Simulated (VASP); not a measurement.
Energy against volume of PbTe (rock salt). All values below come from vdW-DF-cx, VASP's PBE PAW potentials (set 64) (plane waves; VASP 6.6.1). Run with 520 eV cut-off, 7×7×7 Γ-centred mesh, Gaussian smearing of 0.050 eV, potentials Te Pb_d.

| V (Å³/atom) | E (eV/atom) |
|---|---|
| 32.687 | -1.32823 |
| 33.698 | -1.33312 |
| 34.709 | -1.32956 |
| 35.720 | -1.31886 |

Task: Fit these four points and predict the energy of the run at 31.676 Å³/atom.

Result: A cubic in V^(−2/3), the third-order Birch-Murnaghan form, passes through the four points with V0 = 33.75 Å³/atom and B0 = 44 GPa, and gives -1.3133 eV/atom there. The run gave -1.3134 eV/atom, -0.0 meV/atom from the fit; all five points give B0 = 44 GPa.

The compound is PbTe in the rock salt structure. It was relaxed first.
